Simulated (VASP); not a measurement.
Input:

```yaml
crystal:
  lattice:
    - [0.00000, 3.71311, 3.71311]
    - [3.71311, 0.00000, 3.71311]
    - [3.71311, 3.71311, 0.00000]
  atoms:
    - { symbol: K, position: [0.00000, 0.00000, 0.00000] }
    - { symbol: I, position: [0.50000, 0.50000, 0.50000] }
```

These are RPBE GGA, VASP's PBE PAW potentials (set 64) (plane waves; VASP) values and carry that method's errors. Numerical set-up: 520 eV cut-off, 6×6×6 Γ-centred mesh, Gaussian smearing of 0.050 eV, potentials K_sv I.

Unless said otherwise, spin-orbit coupling is left out, though it shifts the bands of the heavy elements here.

Task: Predict the energy per atom (σ→0), band gap (on the k-mesh) with the smallest direct gap where there is one.

Result: 
| Property | Value |
|---|---|
| band gap (on the k-mesh) | 3.94 eV |
| smallest direct gap (on the k-mesh) | 3.94 eV |
| energy per atom (σ→0) | -254.3 kJ/mol of atoms |

The compound is KI in the rock salt structure. It was relaxed first, which changed the volume by +16 %. The start is the result of an earlier pass.
